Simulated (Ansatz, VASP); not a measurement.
# Cross-check of AlN between VASP and Ansatz

Wanted: the spread between two codes on one cell, functional and k mesh. The cell is taken from a series of runs on this material, whose earlier steps may have relaxed, scaled, displaced or heated it; both programs get it as it stands.

Calculated with Ansatz 0.2.0; plane waves, with VASP 6.6.1 beside it; single point at HSE06.

## (1) The structure

The structure is cubic, space group F-43m (No. 216). Conventional cell: a = 4.403 Å, b = 4.403 Å, c = 4.403 Å, α = 90.00°, β = 90.00°, γ = 90.00°. Al has 4 N at 1.91 Å nearest. N has 4 Al at 1.91 Å nearest. Farther neighbours and most contacts between anions are not listed.

Structure file:

```xyz
2
Lattice="0.0000 2.2013 2.2013 2.2013 0.0000 2.2013 2.2013 2.2013 0.0000" Properties=species:S:1:pos:R:3 pbc="T T T"
Al    0.0000    0.0000    0.0000
N     3.3019    3.3019    3.3019
```

## (2) VASP: single point, HSE06

A single point gives forces, pressure and levels at one fixed geometry, so differences don't come from the geometry; what else differs is listed under the comparison.

Lines of VASP's logs that name or quote its potential files are left out, and so is its time.

The run reads the wave functions of an earlier VASP run, which isn't shown here.

Contents of INCAR:

```
SYSTEM = AlN
PREC = Accurate
ENCUT = 520
EDIFF = 1E-06
NELM = 100
ISMEAR = 0
SIGMA = 0.01
LREAL = .FALSE.
ALGO = Normal
LHFCALC = .TRUE.
AEXX = 0.25
GGA = PE
HFSCREEN = 0.208
LASPH = .TRUE.
NBANDS = 10
PRECFOCK = Fast
LORBIT = 11
LWAVE = .FALSE.
LCHARG = .FALSE.
ISIF = 2
```

Contents of POSCAR:

```
AlN
1.0
    0.0000000000      2.2012558310      2.2012558310
    2.2012558310      0.0000000000      2.2012558310
    2.2012558310      2.2012558310      0.0000000000
Al N
1 1
Direct
    0.0000000000      0.0000000000      0.0000000000
    0.7500000000      0.7500000000      0.7500000000
```

Contents of KPOINTS:

```
Automatic mesh
0
Gamma
6 6 6
0 0 0
```

Potentials, in the order of the species: Al and N (PBE family, release 64).

On the command line:

```bash
$ export OMP_NUM_THREADS=4
$ mpirun -np 1 vasp_std
```

Numbers of over 12 decimals in the logs are rounded to 6 here.

Output:

```text
[banner, memory and clock lines left out]
running    1 mpi-ranks, on    1 nodes
 distrk:  each k-point on    1 cores,    1 groups
 distr:  one band on    1 cores,    1 groups
 Offloading initialized ...    1 GPUs detected
 POSCAR found type information on POSCAR AlN
 POSCAR found :  2 types and       2 ions
 LDA part: xc-table for (Slater+PW92), standard interpolation
 found WAVECAR, reading the header
 POSCAR, INCAR and KPOINTS ok, starting setup
 FFT: planning ... GRIDC
 FFT: planning ... GRID_SOFT
 FFT: planning ... GRID
 reading WAVECAR
 the WAVECAR file was read successfully
 initial charge from wavefunction
 entering main loop
       N       E                     dE             d eps       ncg     rms          rms(c)
DAV:   1    -0.173836630411E+02   -0.17384E+02   -0.56253E-01   366   0.473E+00    0.869E+00
DAV:   2    -0.173865339044E+02   -0.28709E-02   -0.79505E-03   342   0.785E-01    0.562E+00
DAV:   3    -0.173859267404E+02    0.60716E-03   -0.20201E-04   350   0.123E-01    0.350E+00
DAV:   4    -0.173856965349E+02    0.23021E-03   -0.56275E-05   386   0.583E-02    0.206E+00
DAV:   5    -0.173856209737E+02    0.75561E-04   -0.20279E-05   432   0.363E-02    0.119E+00
DAV:   6    -0.173855962720E+02    0.24702E-04   -0.63379E-06   386   0.221E-02    0.689E-01
DAV:   7    -0.173855871495E+02    0.91225E-05   -0.24704E-06   330   0.136E-02    0.396E-01
DAV:   8    -0.173855846958E+02    0.24537E-05   -0.72283E-07   176   0.783E-03    0.233E-01
DAV:   9    -0.173855838074E+02    0.88844E-06   -0.41011E-07   182   0.565E-03
   1 F= -.17385584E+02 E0= -.17385584E+02  d E =-.540108E-22
```

OUTCAR, selected parts (step 2):

```text
ion  position               nearest neighbor table
   1  0.000  0.000  0.000-   2 1.91   2 1.91   2 1.91   2 1.91
   2  0.750  0.750  0.750-   1 1.91   1 1.91   1 1.91   1 1.91

  LATTYP: Found a face centered cubic cell.
 ALAT       =     4.4025116620

 Subroutine GETGRP returns: Found 24 space group operations
 (whereof 24 operations were pure point group operations)

The static configuration has the point symmetry T_d .

 Found     16 irreducible k-points:

   k-points           NKPTS =     16   k-points in BZ     NKDIM =    216   number of bands    NBANDS=     10

   dimension x,y,z NGX =    24 NGY =   24 NGZ =   24
   dimension x,y,z NGXF=    48 NGYF=   48 NGZF=   48

   ENCUT  =  520.0 eV  38.22 Ry    6.18 a.u.   5.79  5.79  5.79*2*pi/ulx,y,z

   NELECT =       8.0000    total number of electrons

 k-points in reciprocal lattice and weights: Automatic mesh
   0.00000000  0.00000000  0.00000000       0.005
   0.16666667  0.00000000  0.00000000       0.037
   0.33333333  0.00000000  0.00000000       0.037
   0.50000000  0.00000000  0.00000000       0.019
   0.16666667  0.16666667  0.00000000       0.028
   0.33333333  0.16666667  0.00000000       0.111
   0.50000000  0.16666667  0.00000000       0.111
  -0.33333333  0.16666667  0.00000000       0.111
  -0.16666667  0.16666667  0.00000000       0.056
[...]
-0.33333333  0.33333333  0.16666667       0.111
  -0.33333333  0.50000000  0.16666667       0.056

  exchange ACFDT corr.  =         0.00000000  see jH, gK, PRB 81, 115126

 average (electrostatic) potential at core
       1 -67.9984       2 -55.1665

 E-fermi :   4.8993

 k-point     1 :       0.0000    0.0000    0.0000
  band No.  band energies     occupation
      1     -11.5016      2.00000
      2       4.8346      2.00000
      3       4.8346      2.00000
      4       4.8346      2.00000
      5      10.1568      0.00000
      6      18.8255      0.00000
      7      18.8255      0.00000
      8      18.8255      0.00000
      9      24.2219      0.00000
    ...

 k-point     2 :       0.1667    0.0000    0.0000
  band No.  band energies     occupation
      1     -11.0876      2.00000
      2       2.8798      2.00000
      3       4.6885      2.00000
      4       4.6885      2.00000
      5      11.6516      0.00000
      6      17.9283      0.00000
      7      19.0245      0.00000
      8      19.0245      0.00000
      9      22.3219      0.00000
    ...

 k-point     3 :       0.3333    0.0000    0.0000
  band No.  band energies     occupation
      1     -10.0680      2.00000
      2      -0.0229      2.00000
      3       4.4234      2.00000
      4       4.4234      2.00000
      5      13.1257      0.00000
      6      16.7684      0.00000
      7      18.0277      0.00000
      8      18.0277      0.00000
      9      23.6983      0.00000
    ...

  Total       -0.7079412     -0.7079412     -0.7079412     -0.0000000      0.0000000     -0.0000000
  in kB      -53.1699454    -53.1699454    -53.1699454     -0.0000000      0.0000000     -0.0000000
  external PRESSURE =     -53.1699454 kB  Pullay stress =       0.0000000 kB

  energy-cutoff  :      520.00
  volume of cell :       21.33
      direct lattice vectors                 reciprocal lattice vectors
     0.000000000  2.201255831  2.201255831    -0.227143067  0.227143067  0.227143067
     2.201255831  0.000000000  2.201255831     0.227143067 -0.227143067  0.227143067
     2.201255831  2.201255831  0.000000000     0.227143067  0.227143067 -0.227143067

 POSITION                                       TOTAL-FORCE (eV/Angst)
 -----------------------------------------------------------------------------------
      0.00000      0.00000      0.00000        -0.000000     -0.000000     -0.000000
      3.30188      3.30188      3.30188         0.000000      0.000000      0.000000
 -----------------------------------------------------------------------------------
    total drift:                               -0.000003      0.000000     -0.000001

  FREE ENERGIE OF THE ION-ELECTRON SYSTEM (eV)
  ---------------------------------------------------
  free  energy   TOTEN  =       -17.3855838074 eV

  energy  without entropy=      -17.3855838074  energy(sigma->0) =      -17.38558381

 total charge
# of ion       s       p       d       tot
------------------------------------------
    1        0.418   0.449   0.000   0.867
    2        1.221   2.632   0.000   3.853
--------------------------------------------------
tot          1.639   3.081   0.000   4.720

[... 3 further parts left out ...]
```

The run ends at a pressure of -5.32 GPa.

## (3) Ansatz: single point, HSE06

Ansatz runs on its PAW soft_1 files.

The same cell, functional and mesh now go to Ansatz, which takes its cutoff from its data sets.

Contents of input.yaml:

```yaml
crystal:
  lattice:
    - [0.0, 2.201255831, 2.201255831]
    - [2.201255831, 0.0, 2.201255831]
    - [2.201255831, 2.201255831, 0.0]
  atoms:
    - { symbol: Al, position: [0.0, 0.0, 0.0] }
    - { symbol: "N", position: [0.75, 0.75, 0.75] }
kpoints:
  mp_grid: { grid: [6, 6, 6] }
  band_path:
    path:
      - [0.0, 0.0, 0.0]
      - [-0.5, -0.5, 0.0]
      - [-0.375, -0.375, 0.25]
      - [-0.375, 0.0, 0.375]
      - [0.0, 0.0, 0.5]
      - [-0.5, -0.25, 0.25]
    npoints: 1
hamiltonian:
  xc: hse06
  pseudopotentials: { kind: paw, azcp: { folder: soft_1 } }
scf:
  occupations: { method: fixed }
  n_extra_bands: 4
output:
  eigenvalues: true
  write_density: true
  write_potential: true
  elf: true
  volumetric_format: npy
```

On the command line:

```bash
$ ansatz run input.yaml --threads 3 --pin off --max-ram 92160MiB --backend cuda --events-out ev --progress --plain --runs-dir out --devices 1 --max-vram 13GiB
```

Output:

```text
scf.n_extra_bands = 4 over 4 filled bands (N_el = 8.0): the run solves 8 bands
GPUs: using 1 of 1 available (devices: 1).
Engine: ansatz 0.2.0, x86_64-unknown-linux-gnu
Pseudopotentials: kind: paw
Pseudopotential: Al, paw, valence charge 3, recommended cutoff 420 eV (normal), soft_1/Al.paw.azcp
Pseudopotential: N, paw, valence charge 5, recommended cutoff 420 eV (normal), soft_1/N.paw.azcp
Functional definition: HSE06
  parameter a = 0.25
  parameter omega = 0.11/bohr
  exchange = pbe_x - a*pbe_x_sr(omega) + a*exact_x_sr(omega)
  correlation = pbe_c
davidson cushion auto → on  (no smearing: the cushion is to keep the highest requested band from converging to the state above it; pin scf.eigensolver.cushion to override)
device memory: the entry about to start is reckoned to put 0.4 GiB on a device that reports 53.4 GiB free (of which the cap on the GPU budget leaves the run 13.0 GiB)
GPU FFT provider: cuFFT
GPU libraries: cuBLAS 13.8.2, cuFFT 12.4.0, cuSOLVER 12.3.4
Crystal: 2 atoms, lattice volume = 21.332 Å³
Basis set: ecut = 420 eV, 411 PW (Γ)
Bands: 8, of which v1, the nominal top of the filled ones, is band 4 counted from 1 (3 counted from 0)
Symmetry: 24 space group operations
Space group: F-43m (ITA 216), of the structure as read, at distance tolerance 2.8e-5 Å
k-points: 16 of 216 (time reversal used)
Non-local potential: Al, projectors of the file, l = 0: 2, l = 1: 2, l = 2: 1
Non-local potential: N, projectors of the file, l = 0: 2, l = 1: 2, l = 2: 1
PAW form: soft (Blöchl's): semilocal exchange-correlation on the pseudo side does not see the compensation charge
PAW frozen core: Al, regenerated for the run's functional, and the local potential with it (the file was generated under x = pbe(κ = 0.804, μ = 0.219515), c = pbe(β = 0.066725))
PAW frozen core: N, regenerated for the run's functional, and the local potential with it (the file was generated under x = pbe(κ = 0.804, μ = 0.219515), c = pbe(β = 0.066725))
PAW one-centre angular grid: Al, 110 points (default); XC on 64 Gauss nodes
PAW one-centre angular grid: N, 110 points (default); XC on 64 Gauss nodes
Initial density: superposition of atomic densities (chi_scale 0.1, normalization cell, long waves kept (reshape's long-wave potential 0.00 eV rms))
Initial wavefunctions: pseudopotential atomic-orbital guess
GPU buffer pool allocated for 13824 grid points (all kernels)
GPU transforms: local potential and band sums: pruned to the plane-wave sphere, on 24×24×24
Functional: x = pbe(κ = 0.804, μ = 0.219515), c = pbe(β = 0.066725), warm-up for x = pbe(κ = 0.804, μ = 0.219515) + 0.25 (exact − pbe) at short range (hse, ω = 0.207870 Å⁻¹), c = pbe(β = 0.066725); HSE06 as pw.x's `hse` composes it (authors' and Libxc's form: `xc: wpbeh`)
SCF iter   1: F=—  HF=-925.613187 eV  |F-HF|=—  |Δ(HF+E_count)|=         —  Δρ=1.35e-1  dr2=4.85e0  ethr=1.00e-1  ⟨swp⟩=4.4  Hψ=499  notcnv=0
preconditioner: auto → none  [insulator: Δε(μ)=5.236 eV  Ē_g=16.331 eV  n_scr=0 (ndim 8)  ℏωp=22.7 eV  f_vac=0.000]
SCF iter   2: F=—  HF=-924.429847 eV  |F-HF|=—  |Δ(HF+E_count)|=    1.18e0  Δρ=7.72e-2  dr2=7.73e-1  ethr=6.06e-2  ⟨swp⟩=3.0  Hψ=356  notcnv=0
iter 3 solved again at ethr=7.42e-4 eV; its pass at ethr=9.67e-3 eV (dr2=5.94e-2 eV) is discarded
SCF iter   3: F=—  HF=-924.216591 eV  |F-HF|=—  |Δ(HF+E_count)|=   2.13e-1  Δρ=2.37e-2  dr2=5.93e-2  ethr=7.42e-4  ⟨swp⟩=2.1  Hψ=649  notcnv=0
SCF iter   4: F=-924.209858 eV  HF=-924.210498 eV  |F-HF|=6.40e-4  |Δ(HF+E_count)|=   6.09e-3  Δρ=2.84e-3  dr2=8.33e-4  ethr=7.42e-4  ⟨swp⟩=2.0  Hψ=320  notcnv=0
SCF 1 stopped early in 4 iterations: F = -924.209858 eV  dr2 = 8.33e-4
  greatest PAW one-centre occupation: 0.789 electrons in one spin orbital (limit 2), on the N atom at site 1 (counted from 0), in its partial waves of l = 0
device memory: the entry about to start is reckoned to put 1.1 GiB on a device that reports 53.4 GiB free (of which the cap on the GPU budget leaves the run 13.0 GiB)
GPU FFT provider: cuFFT
GPU libraries: cuBLAS 13.8.2, cuFFT 12.4.0, cuSOLVER 12.3.4
Initial density: handed on by an earlier stage of this run
Initial wavefunctions: those handed on with the density
GPU buffer pool allocated for 13824 grid points (all kernels)
GPU transforms: local potential and band sums: pruned to the plane-wave sphere, on 24×24×24
Functional: x = pbe(κ = 0.804, μ = 0.219515) + 0.25 (exact − pbe) at short range (hse, ω = 0.207870 Å⁻¹), c = pbe(β = 0.066725); HSE06 as pw.x's `hse` composes it (authors' and Libxc's form: `xc: wpbeh`)
Exchange kernel: α = 0.2500, screened, ω = 0.2079 Å⁻¹, Wigner–Seitz truncation, v(0) = 1041.2375 eV·Å³, q-mesh 6×6×6, nearest image of the exchange supercell L = 18.68 Å, pair-density grid 15×15×15, without the augmentation charges, whose exchange is taken in its separable form by FFT convolution over the k-point mesh (sized by the pseudopotential files, 18×18×18 at the most), smooth part of the exact exchange by density-matrix convolution in up to 991.1 MiB of GPU memory as planned if the GPU has room (build and FFT work areas not counted)
Frozen-core exchange: fock
SCF iter   1: F=—  HF=-924.656726 eV  |F-HF|=—  |Δ(HF+E_count)|=         —  Δρ=4.32e-3  dr2=3.86e-3  ethr=1.04e-4  ⟨swp⟩=4.6  Hψ=538  notcnv=0
preconditioner: auto → none  [insulator: Δε(μ)=4.525 eV  Ē_g=17.316 eV  n_scr=0 (ndim 8)  ℏωp=22.7 eV  f_vac=0.000]
SCF iter   2: F=—  HF=-924.655392 eV  |F-HF|=—  |Δ(HF+E_count)|=   1.33e-3  Δρ=8.32e-4  dr2=3.66e-4  ethr=4.39e-5  ⟨swp⟩=2.0  Hψ=320  notcnv=0
SCF iter   3: F=—  HF=-924.657927 eV  |F-HF|=—  |Δ(HF+E_count)|=   2.54e-3  Δρ=1.08e-3  dr2=1.13e-4  ethr=1.44e-6  ⟨swp⟩=4.0  Hψ=516  notcnv=0
SCF iter   4: F=—  HF=-924.657894 eV  |F-HF|=—  |Δ(HF+E_count)|=   3.33e-5  Δρ=5.74e-5  dr2=3.25e-6  ethr=1.34e-6  ⟨swp⟩=2.0  Hψ=320  notcnv=0
SCF iter   5: F=-924.657921 eV  HF=-924.657922 eV  |F-HF|=3.19e-7  |Δ(HF+E_count)|=   2.80e-5  Δρ=8.30e-5  dr2=7.49e-7  ethr=9.58e-9  ⟨swp⟩=4.0  Hψ=510  notcnv=0
SCF 2 stopped early in 5 iterations: F = -924.657921 eV  dr2 = 7.49e-7
hybrid outer 1: dexx = +2.907e-3 eV, tail = 5.00e-6 eV
GPU FFT provider: cuFFT
GPU libraries: cuBLAS 13.8.2, cuFFT 12.4.0, cuSOLVER 12.3.4
GPU buffer pool allocated for 13824 grid points (all kernels)
GPU transforms: local potential and band sums: pruned to the plane-wave sphere, on 24×24×24
Exchange kernel: α = 0.2500, screened, ω = 0.2079 Å⁻¹, Wigner–Seitz truncation, v(0) = 1041.2375 eV·Å³, q-mesh 6×6×6, nearest image of the exchange supercell L = 18.68 Å, pair-density grid 15×15×15, without the augmentation charges, whose exchange is taken in its separable form by FFT convolution over the k-point mesh (sized by the pseudopotential files, 18×18×18 at the most), smooth part of the exact exchange by density-matrix convolution in up to 991.1 MiB of GPU memory as planned if the GPU has room (build and FFT work areas not counted)
Frozen-core exchange: fock
SCF iter   1: F=—  HF=-924.657904 eV  |F-HF|=—  |Δ(HF+E_count)|=         —  Δρ=1.49e-5  dr2=1.53e-8  ethr=3.13e-7  ⟨swp⟩=2.2  Hψ=327  notcnv=0
preconditioner: auto → none  [insulator: Δε(μ)=4.530 eV  Ē_g=17.308 eV  n_scr=0 (ndim 8)  ℏωp=22.7 eV  f_vac=0.000]
SCF iter   2: F=-924.657904 eV  HF=-924.657904 eV  |F-HF|=5.73e-9  |Δ(HF+E_count)|=   3.53e-8  Δρ=6.76e-6  dr2=6.43e-9  ethr=1.48e-10  ⟨swp⟩=4.1  Hψ=513  notcnv=0
SCF 3 converged in 2 iterations: F = -924.657904 eV  dr2 = 6.43e-9
hybrid outer 2: dexx = +3.400e-8 eV, tail = 1.62e-8 eV, Δε = 8.92e-4 eV (about 6.32e-5 eV left of the loop's levels)
device memory: the entry about to start is reckoned to put 0.3 GiB on a device that reports 58.4 GiB free (of which the cap on the GPU budget leaves the run 13.0 GiB)
NSCF: frozen V_eff on 6 k-points
hybrid SCF converged: 2 outer / 7 inner (+4 warm-up), last move |dexx| = 3.40e-8 eV, tail = 1.62e-8 eV
Stability not checked: this state was not tested for a lower state beside it, because the functional holds exact exchange (a hybrid, or Hartree-Fock), whose exchange loop this test does not read (fock_operator; see scf.lower_state_search)
Free energy (F): -924.657904 eV
Frozen-core exchange: fock
Harris-Foulkes:  -924.657904 eV  (|F-HF|=5.73e-9)
Internal energy: -924.657904 eV  (E = F + TS)
E sigma→0 (E₀):  -924.657904 eV
Fermi energy:    5.797611 eV
--- Per-component energies (eV) ---
  E_band       = 2.548496
  E_kinetic    = 156.179071
  E_local      = -211.090147  (includes V_loc(G=0)·N_el)
  E_nonlocal   = 43.417236
  E_hartree    = 78.059825
  E_xc         = -80.187900
  E_vxc        = -85.873402  (∫ρ·V_xc dr)
  E_exx        = -17.826305  (= α·E_x^exact, valence–valence)
  E_paw        = -598.865938  (= ΣΔE_a)
  E_vpaw       = -20.552137  (= ΣTr[D̂ρ^β])
  E_aug_tail   = 0.000836  (compensation charges beyond the density's cutoff)
  E_ewald      = -294.277587
  E_core_change = -0.066995  (= ΣΔE_core)
  E_smearing   = -0.000000  (= −TS)
  E_closure    = -0.000000  (closes the sum)
  Σ components = -924.657904   (vs F -924.657904, Δ=1.14e-13)
--- Band table (eV; the first three rows and the last of 16) ---
  k-point 0: bands = ["-10.4916", "5.7976", "5.7976", "5.7976", "11.1313", "19.8437", "19.8437", "19.8437"]
  k-point 1: bands = ["-10.0806", "3.8541", "5.6548", "5.6548", "12.6280", "18.9332", "20.0266", "20.0266"]
  k-point 2: bands = ["-9.0697", "0.9690", "5.3949", "5.3949", "14.1097", "17.7456", "18.9888", "18.9888"]
  k-point 15: bands = ["-7.7086", "1.2048", "2.8447", "3.1952", "12.3138", "17.5301", "20.3434", "20.5267"]
```

## (4) Differences

Known differences besides the potentials themselves: exact exchange at q = 0 is treated differently, which shows on coarse meshes; VASP keeps PBE cores, Ansatz makes them for the functional; fixed occupations in Ansatz, narrow Gaussian smearing in VASP; the cutoff is 420 eV in Ansatz and 520 eV in VASP; VASP takes a coarser grid for exact exchange (PRECFOCK = Fast). Total energies have different zeros and are not compared.

The two programs side by side:

| quantity | Ansatz | VASP | difference |
| --- | --- | --- | --- |
| gap on the k mesh (eV) | 4.530 | 4.529 | 0.000 |

A gap on the mesh is an upper bound, since the band edges may lie between its points.

## (5) Outcome

```
difference in gap on the k mesh (single point, HSE06) : 3.0e-4 eV
```

The difference in gap on the k mesh is 3.0e-4 eV (single point, HSE06), within the 0.08 eV picked in this series as the mark of a large difference. Such differences can come from data sets, numerical settings and the points named under the comparisons, not from the functional's error against experiment.

[Lines on the potential files, build, host, timing and source positions are cut from VASP's logs without a mark.]

[Logs are printed without paths, hosts, clocks, repeated set-up lines and the standing remarks that a program may print on its own settings, such as how far it seeks lower states.]

[Hosts, paths, dates, database ids (printed as entryN), source tags and the programs' standing remarks are cut or masked in the printed files.]
